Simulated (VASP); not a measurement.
```
Li
1.0
   -1.74500     1.74500     1.74500
    1.74500    -1.74500     1.74500
    1.74500     1.74500    -1.74500
Li
1
Direct
  0.00000   0.00000   0.00000
```

Calculation: optB86b-vdW, VASP's PBE PAW potentials (set 64) (plane waves; VASP). Numerical set-up: 520 eV cut-off, 13×13×13 Γ-centred mesh, first-order Methfessel-Paxton smearing of 0.10 eV, potentials Li_sv.

Energy and stress use the plane-wave basis of the starting cell.

**Question.** The ions, cell shape and volume are relaxed. Predict the relaxed structure.

**Answer.** 
```
Li
1.0
   -1.71999     1.71999     1.71999
    1.71999    -1.71999     1.71999
    1.71999     1.71999    -1.71999
Li
1
Direct
  0.00000   0.00000   0.00000
```
Space group Im-3m (229), at a tolerance of 0.03 Å.

**Question.** How do energy and volume change from the first to the last step?

**Answer.** The energy (σ→0) changes by -1.6 meV/atom and the volume by -4.2 %, in 3 ionic steps.

The compound is Li in the bcc structure. This run relaxes it. Symmetry was kept, so distortions that lower it aren't found.
